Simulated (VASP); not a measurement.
These are PBE GGA, VASP's PBE PAW potentials (set 64) (plane waves; VASP) values and carry that method's errors.

Input for VASP

INCAR:
```
LWAVE  =  .FALSE.
LREAL  =  .FALSE.   # projection in real space or not
LASPH  =  .TRUE.   # aspherical one-centre terms
NSW  =  40   # most ionic steps
PSTRESS  =  100   # kbar
SIGMA  =  0.1   # width (eV)
IBRION  =  2   # conjugate gradients
GGA  =  PE
NELM  =  100
ENCUT  =  500   # plane-wave cut-off (eV)
ISIF  =  3
ISMEAR  =  1   # Methfessel-Paxton
SYSTEM  =  K
PREC  =  Accurate
EDIFF  =  1E-6
LCHARG  =  .FALSE.
EDIFFG  =  -0.02   # ionic stop
ALGO  =  Normal
```

File KPOINTS:
```
Automatic
0
G
12 12 12
0 0 0
```

POSCAR:
```
K
1
   -2.2178142803     2.2178142803     2.2178142803
    2.2178142803    -2.2178142803     2.2178142803
    2.2178142803     2.2178142803    -2.2178142803
K
1
Direct
  0.0000000000   0.0000000000   0.0000000000
```

POTCAR, in this order: K_sv (PBE.64 set). Program: vasp_std.

Question: What will the output report for the number of irreducible k-points (NKPTS), largest plane-wave count, number of space-group operations, FFT grid (NGX, NGY, NGZ)?

Answer: 
```json
{
 "number of irreducible k-points (NKPTS)": "72",
 "largest_plane_wave_count": "1144",
 "number_of_space_group_operations": "48",
 "FFT grid (NGX, NGY, NGZ)": "28 × 28 × 28"
}
```

The compound is K in the bcc structure. This run relaxes it under an external pressure of 10 GPa. Symmetry was kept, so distortions that lower it aren't found.
